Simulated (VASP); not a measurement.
# Al15CoN16 (a cell with a defect) in VASP: single point with PBEsol+U

Aim: the single point of Al15CoN16 (a cell with a defect) with PBEsol+U.

Program: VASP 6.6.1. These are calculated values, not measurements. Logs are shortened: lines on timing, memory, paths and dates and some standing lists are left out, and cuts for length are marked.

## 1. The structure

The cell holds a defect, 32 atoms: a = 6.220 Å, b = 6.220 Å, c = 9.960 Å, α = 90.00°, β = 90.00°, γ = 120.00°.

## 2. Single point, PBEsol+U

File INCAR:

```
SYSTEM = Al15CoN16
  PREC = Accurate
  ENCUT = 450
  EDIFF = 1E-5
  ISMEAR = 0
  SIGMA = 0.03
  LREAL = Auto
  LASPH = .TRUE.
  NELM = 120
  ALGO = Normal
  ISIF = 2
  LWAVE = .FALSE.
  LCHARG = .FALSE.
  LMAXMIX = 4
  LDAU = .TRUE.
  LDAUTYPE = 2
  LDAUL = 2 -1 -1
  LDAUU = 4 0 0
  LDAUJ = 0 0 0
  LDAUPRINT = 1
  GGA = PS
  LORBIT = 11
  KPAR = 4
```

File KPOINTS:

```
Automatic mesh
0
G
  3 3 2
  0 0 0
```

File POSCAR:

```
Al15CoN16
1.0
    6.2200008610      0.0000000000      0.0000000000
   -3.1100004305      5.3866787572      0.0000000000
    0.0000000000      0.0000000000      9.9600000000
Co Al N
1 15 16
Direct
    0.3333333333      0.1666666667      0.0000000000
    0.3333333333      0.1666666667      0.5000000000
    0.3333333333      0.6666666667      0.0000000000
    0.3333333333      0.6666666667      0.5000000000
    0.8333333333      0.1666666667      0.0000000000
    0.8333333333      0.1666666667      0.5000000000
    0.8333333333      0.6666666667      0.0000000000
    0.8333333333      0.6666666667      0.5000000000
    0.1666666667      0.3333333333      0.2500000000
    0.1666666667      0.3333333333      0.7500000000
    0.1666666667      0.8333333333      0.2500000000
    0.1666666667      0.8333333333      0.7500000000
    0.6666666667      0.3333333333      0.2500000000
    0.6666666667      0.3333333333      0.7500000000
    0.6666666667      0.8333333333      0.2500000000
    0.6666666667      0.8333333333      0.7500000000
    0.3333333333      0.1666666667      0.1910000000
    0.3333333333      0.1666666667      0.6910000000
    0.3333333333      0.6666666667      0.1910000000
    0.3333333333      0.6666666667      0.6910000000
    0.8333333333      0.1666666667      0.1910000000
    0.8333333333      0.1666666667      0.6910000000
    0.8333333333      0.6666666667      0.1910000000
    0.8333333333      0.6666666667      0.6910000000
    0.1666666667      0.3333333333      0.4410000000
    0.1666666667      0.3333333333      0.9410000000
    0.1666666667      0.8333333333      0.4410000000
    0.1666666667      0.8333333333      0.9410000000
    0.6666666667      0.3333333333      0.4410000000
    0.6666666667      0.3333333333      0.9410000000
    0.6666666667      0.8333333333      0.4410000000
    0.6666666667      0.8333333333      0.9410000000
```

Potentials or basis: VASP PAW PBE potentials, release 64 (Co, Al, N).

Launch:

```console
$ cat potpaw_PBE.64/Co/POTCAR potpaw_PBE.64/Al/POTCAR potpaw_PBE.64/N/POTCAR > POTCAR
$ mpirun -np 4 vasp_std > vasp.out
```

OUTCAR:

```text
SYSTEM = Al15CoN16
   PREC = Accurate
   ENCUT = 450
   EDIFF = 1E-5
   ISMEAR = 0
   LREAL = Auto
   LASPH = .TRUE.
   NELM = 120
   ISIF = 2
   GGA = PS
   LORBIT = 11

 ion  position               nearest neighbor table
   1  0.333  0.167  0.000-  26 1.89  30 1.89  28 1.89  17 1.90   9 3.07  10 3.07  13 3.07  14 3.07
                            11 3.07  12 3.07   5 3.11   5 3.11   7 3.11   3 3.11   3 3.11   7 3.11
   2  0.333  0.167  0.500-  25 1.89  29 1.89  27 1.89  18 1.90   9 3.07  10 3.07  13 3.07  14 3.07
                            11 3.07  12 3.07   6 3.11   6 3.11   8 3.11   4 3.11   4 3.11   8 3.11
   3  0.333  0.667  0.000-  28 1.89  32 1.89  26 1.89  19 1.90  11 3.07  12 3.07  15 3.07  16 3.07
                             9 3.07  10 3.07   7 3.11   7 3.11   1 3.11   1 3.11   5 3.11   5 3.11
   4  0.333  0.667  0.500-  27 1.89  31 1.89  25 1.89  20 1.90  11 3.07  12 3.07  15 3.07  16 3.07
                             9 3.07  10 3.07   8 3.11   8 3.11   2 3.11   2 3.11   6 3.11   6 3.11
   5  0.833  0.167  0.000-  30 1.89  26 1.89  32 1.89  21 1.90  13 3.07  14 3.07   9 3.07  10 3.07
                            15 3.07  16 3.07   1 3.11   1 3.11   7 3.11   7 3.11   3 3.11   3 3.11
   6  0.833  0.167  0.500-  29 1.89  25 1.89  31 1.89  22 1.90  13 3.07  14 3.07   9 3.07  10 3.07
                            15 3.07  16 3.07   2 3.11   2 3.11   8 3.11   8 3.11   4 3.11   4 3.11
   7  0.833  0.667  0.000-  32 1.89  28 1.89  30 1.89  23 1.90  15 3.07  16 3.07  11 3.07  12 3.07
                            13 3.07  14 3.07   3 3.11   3 3.11   5 3.11   5 3.11   1 3.11   1 3.11
   8  0.833  0.667  0.500-  31 1.89  27 1.89  29 1.89  24 1.90  15 3.07  16 3.07  11 3.07  12 3.07
                            13 3.07  14 3.07   4 3.11   4 3.11   6 3.11   6 3.11   2 3.11   2 3.11
   9  0.167  0.333  0.250-  17 1.89  21 1.89  19 1.89  25 1.90   1 3.07   2 3.07   5 3.07   6 3.07
[... 17 lines left out ...]
  19  0.333  0.667  0.191-  11 1.89  15 1.89   9 1.89   3 1.90
  20  0.333  0.667  0.691-  12 1.89  16 1.89  10 1.89   4 1.90
  21  0.833  0.167  0.191-  13 1.89   9 1.89  15 1.89   5 1.90
  22  0.833  0.167  0.691-  14 1.89  10 1.89  16 1.89   6 1.90
[... 8 lines left out ...]
  31  0.667  0.833  0.441-   8 1.89   4 1.89   6 1.89  15 1.90
  32  0.667  0.833  0.941-   7 1.89   3 1.89   5 1.89  16 1.90

  LATTYP: Found a hexagonal cell.
 ALAT       =     6.2200008610
 C/A-ratio  =     1.6012859520

  Lattice vectors:

 A1 = (   6.2200008610,   0.0000000000,   0.0000000000)
 A2 = (  -3.1100004305,   5.3866787572,   0.0000000000)
 A3 = (   0.0000000000,   0.0000000000,   9.9600000000)

Analysis of symmetry for initial positions (statically):
=====================================================================
 Subroutine PRICEL returns:
 Original cell was already a primitive cell.

 Routine SETGRP: Setting up the symmetry group for a
 hexagonal supercell.

 Subroutine GETGRP returns: Found  6 space group operations
 (whereof  2 operations were pure point group operations)
 out of a pool of 24 trial point group operations.

The static configuration has the point symmetry C_1h.
 The point group associated with its full space group is C_3v.

Analysis of symmetry for dynamics (positions and initial velocities):
=====================================================================
 Subroutine PRICEL returns:
 Original cell was already a primitive cell.

 Routine SETGRP: Setting up the symmetry group for a
 hexagonal supercell.

 Subroutine GETGRP returns: Found  6 space group operations
 (whereof  2 operations were pure point group operations)
 out of a pool of 24 trial point group operations.

The dynamic configuration has the point symmetry C_1h.
 The point group associated with its full space group is C_3v.

 Subroutine INISYM returns: Found  6 space group operations
 (whereof  2 operations are pure point group operations),
 and found     1 'primitive' translations

----------------------------------------------------------------------------------------

                                     Primitive cell

[... 146 lines left out ...]
   ISMEAR =     0;   SIGMA  =   0.03  broadening in eV -4-tet -1-fermi 0-gaus
   EFERMI_NEDOS =   21; number of points for ismear=-14 and -15
   IALGO  =     38    algorithm
   IMIX   =      4    mixing-type and parameters
     AMIX     =   0.40;   BMIX     =  1.00
     AMIX_MAG =   1.60;   BMIX_MAG =  1.00
  volume/ion in A,a.u.               =      10.43        70.37
  Fermi-wavevector in a.u.,A,eV,Ry     =   1.207775  2.282364 19.847107  1.458721
  Thomas-Fermi vector in A             =   2.343403
   LORBIT       =     11    0 simple, 1 ext, 2 COOP (PROOUT), +10 PAW based schemes
 LDA+U is selected, type is set to LDAUTYPE =  2
   angular momentum for each species LDAUL =     2   -1   -1
   U (eV)           for each species LDAUU =   4.0  0.0  0.0
   J (eV)           for each species LDAUJ =   0.0  0.0  0.0
   GGA     = PS    functional components
   LHFCALC =     F    Hartree Fock is set to
   AEXX    =    0.0000 exact exchange contribution
   IVDW    =     0    specifies the selected vdW correction
   LEPSILON=     F    determine dielectric tensor
   LRPA    =     F    only Hartree local field effects (RPA)
 non-spin polarized calculation
 Gauss-broadening in eV      SIGMA  =   0.03
  energy-cutoff  :      450.00
  volume of cell :      333.71
 maximum number of plane-waves:      7283
 NGX is ok and might be reduce to    48
   NGX = 21   NGY = 21   NGZ = 35

atom =   1  type =  1  l = 2

 onsite density matrix

spin component  1

  0.7641 -0.0000  0.0000  0.1036  0.0000
 -0.0000  0.9134  0.0000  0.0000  0.1036
  0.0000  0.0000  0.3779 -0.0000  0.0000
  0.1036  0.0000 -0.0000  0.9134  0.0000
  0.0000  0.1036  0.0000  0.0000  0.7641

spin component  2

  0.7641 -0.0000  0.0000  0.1036  0.0000
 -0.0000  0.9134  0.0000  0.0000  0.1036
  0.0000  0.0000  0.3779 -0.0000  0.0000
  0.1036  0.0000 -0.0000  0.9134  0.0000
  0.0000  0.1036  0.0000  0.0000  0.7641

 occupancies and eigenvectors

  o =  0.3779  v =  0.0000 -0.0000 -1.0000 -0.0000  0.0000  0.0000  0.0000  0.0000  0.0000  0.0000      0.0000  0.0000  0.0000  0.0000  0.0000  0.0000  0.0000  0.0000  0.0000  0.0000
  o =  0.3779  v =  0.0000  0.0000  0.0000  0.0000  0.0000  0.0000 -0.0000 -1.0000 -0.0000  0.0000      0.0000  0.0000  0.0000  0.0000  0.0000  0.0000  0.0000  0.0000  0.0000  0.0000
  o =  0.7111  v =  0.0000  0.0000  0.0000  0.0000  0.0000  0.8901  0.0000 -0.0000 -0.4558 -0.0001      0.0000  0.0000  0.0000  0.0000  0.0000  0.0000  0.0000  0.0000  0.0000  0.0000
  o =  0.7111  v =  0.8901  0.0000 -0.0000 -0.4558 -0.0001  0.0000  0.0000  0.0000  0.0000  0.0000      0.0000  0.0000  0.0000  0.0000  0.0000  0.0000  0.0000  0.0000  0.0000  0.0000
  o =  0.7111  v =  0.0000  0.0000  0.0000  0.0000  0.0000 -0.0001  0.4558 -0.0000  0.0000 -0.8901      0.0000  0.0000  0.0000  0.0000  0.0000  0.0000  0.0000  0.0000  0.0000  0.0000
  o =  0.7111  v = -0.0001  0.4558 -0.0000  0.0000 -0.8901  0.0000  0.0000  0.0000  0.0000  0.0000      0.0000  0.0000  0.0000  0.0000  0.0000  0.0000  0.0000  0.0000  0.0000  0.0000
  o =  0.9665  v = -0.4558  0.0000  0.0000 -0.8901  0.0000  0.0000  0.0000  0.0000  0.0000  0.0000      0.0000  0.0000  0.0000  0.0000  0.0000  0.0000  0.0000  0.0000  0.0000  0.0000
  o =  0.9665  v =  0.0000  0.0000  0.0000  0.0000  0.0000 -0.4558  0.0000  0.0000 -0.8901  0.0000      0.0000  0.0000  0.0000  0.0000  0.0000  0.0000  0.0000  0.0000  0.0000  0.0000
  o =  0.9665  v =  0.0000  0.8901  0.0000  0.0000  0.4558  0.0000  0.0000  0.0000  0.0000  0.0000      0.0000  0.0000  0.0000  0.0000  0.0000  0.0000  0.0000  0.0000  0.0000  0.0000
  o =  0.9665  v =  0.0000  0.0000  0.0000  0.0000  0.0000  0.0000  0.8901  0.0000  0.0000  0.4558      0.0000  0.0000  0.0000  0.0000  0.0000  0.0000  0.0000  0.0000  0.0000  0.0000

 number of electron     133.9999974 magnetization

 Free energy of the ion-electron system (eV)
  ---------------------------------------------------
  ext. energy  EPLUGINS =         0.00000000
  ---------------------------------------------------
  free energy    TOTEN  =      -245.53826519 eV

  energy without entropy =     -245.53469891  energy(sigma->0) =     -245.53648205

 E-fermi :   7.7550     XC(G=0): -11.1746

 val. band max:        7.7480858817   @ k =   0.3333   0.3333   0.0000
 cond. band min:       7.7619291258   @ k =   0.3333   0.3333   0.5000
 fundamental gap:      0.0138432441
 Fermi energy:         7.7550075038

 k-point     1 :       0.0000    0.0000    0.0000
  band No.  band energies     occupation
      1      -9.1402      2.00000
      2      -8.2673      2.00000
      3      -8.2070      2.00000
      4      -7.1904      2.00000
      5      -7.1904      2.00000
      6      -7.1430      2.00000
[... 481 lines left out ...]
     78      13.1425      0.00000
     79      13.1536      0.00000
 [bands above 79 left out]

------------------------ aborting loop because EDIFF is reached ----------------------------------------

  FORCE on cell =-STRESS in cart. coord.  units (eV):
  Direction    XX          YY          ZZ          XY          YZ          ZX
  --------------------------------------------------------------------------------------
  -------------------------------------------------------------------------------------
  Total       -0.2744520     -0.2744520     -2.7007543      0.0000000     -0.0000000      0.0000000
  in kB       -1.3176683     -1.3176683    -12.9665607      0.0000000     -0.0000000      0.0000000
  external PRESSURE =      -5.2006324 kB  Pullay stress =       0.0000000 kB

 VOLUME and BASIS-vectors are now :
 -----------------------------------------------------------------------------
  energy-cutoff  :      450.00
  volume of cell :      333.71
      direct lattice vectors                 reciprocal lattice vectors
     6.220000861  0.000000000  0.000000000     0.160771682  0.092821574  0.000000000
    -3.110000430  5.386678757  0.000000000     0.000000000  0.185643148  0.000000000
     0.000000000  0.000000000  9.960000000     0.000000000  0.000000000  0.100401606

 POSITION                                       TOTAL-FORCE (eV/Angst)
 -----------------------------------------------------------------------------------
      1.55500      0.89778      0.00000        -0.000000     -0.000000     -0.254191
      1.55500      0.89778      4.98000        -0.000000     -0.000000      0.081709
     -0.00000      3.59112      0.00000         0.241435      0.139393      0.241046
     -0.00000      3.59112      4.98000         0.046222      0.026686     -0.029252
      4.66500      0.89778      0.00000        -0.000000     -0.278785      0.241046
      4.66500      0.89778      4.98000         0.000000     -0.053373     -0.029252
[... 24 lines left out ...]
      1.55500      4.48890      4.39236        -0.000000     -0.000000      0.051859
      1.55500      4.48890      9.37236        -0.000000     -0.000000     -0.142377
 -----------------------------------------------------------------------------------
    total drift:                               -0.000002      0.000003      0.028068

  FREE ENERGIE OF THE ION-ELECTRON SYSTEM (eV)
  ---------------------------------------------------
  free  energy   TOTEN  =      -245.5382651945 eV

  energy  without entropy=     -245.5346989147  energy(sigma->0) =     -245.53648205

 total charge

# of ion       s       p       d       tot
------------------------------------------
    1        0.475   0.586   7.428   8.489
    2        0.369   0.444   0.000   0.813
    3        0.371   0.442   0.000   0.813
    4        0.369   0.443   0.000   0.812
    5        0.371   0.442   0.000   0.813
    6        0.369   0.443   0.000   0.812
[... 24 lines left out ...]
   31        1.223   2.614   0.000   3.837
   32        1.222   2.614   0.000   3.837
--------------------------------------------------
tot         25.644  48.766   7.428  81.838
```

It took 85 s on 4 MPI ranks of Intel Xeon Platinum 8488C (Sapphire Rapids), shared host; peak memory 0.43 GiB.

Results:

| Quantity | Value |
| --- | --- |
| Free energy | -245.5383 eV |
| Largest force | 0.374 eV/Å |
| Band gap on the k mesh | none (metal or under the smearing width) |
| Valence electrons inside the program's atomic spheres | Co 8.49; Al 0.81; N 3.79, 3.84, 3.78 |

Forces in eV/Å, atoms in the order of the input:
```
Co   0.000  0.000 -0.254
Al   0.000  0.000  0.082
Al   0.241  0.139  0.241
Al   0.046  0.027 -0.029
Al   0.000 -0.279  0.241
Al   0.000 -0.053 -0.029
Al  -0.241  0.139  0.241
Al  -0.046  0.027 -0.029
Al  -0.170  0.098 -0.266
Al   0.051 -0.030 -0.027
Al   0.000 -0.196 -0.266
Al   0.000  0.059 -0.027
Al   0.170  0.098 -0.266
Al  -0.051 -0.030 -0.027
Al   0.000  0.000 -0.115
Al   0.000  0.000  0.144
N    0.000  0.000 -0.183
N    0.000  0.000 -0.035
N   -0.039 -0.022  0.074
N   -0.003 -0.002 -0.047
N    0.000  0.045  0.074
N    0.000  0.003 -0.047
N    0.039 -0.022  0.074
N    0.003 -0.002 -0.047
N    0.064 -0.037  0.000
N   -0.271  0.156  0.204
N    0.000  0.073  0.000
N    0.000 -0.313  0.204
N   -0.064 -0.037  0.000
N    0.271  0.156  0.204
N    0.000  0.000  0.052
N    0.000  0.000 -0.142
```

Eigenvalues of the final occupation matrices:
```csv
site,spin,trace,eigenvalues
site 1 d,1,3.73,0.38 0.71 0.71 0.97 0.97
site 1 d,2,3.73,0.38 0.71 0.71 0.97 0.97
```

Caveat: the k mesh is coarse (spacing up to 0.39 Å⁻¹), so the values aren't converged; the cutoff is under 1.25 times the usual one of these potentials, so pressure, stress and relaxed cells hold a basis-set (Pulay) error; the PAW data sets were made with another functional, which shifts forces and pressure a little; the run has no spin polarisation, though such a crystal can be magnetic; U without spin polarisation on a metal has little footing.
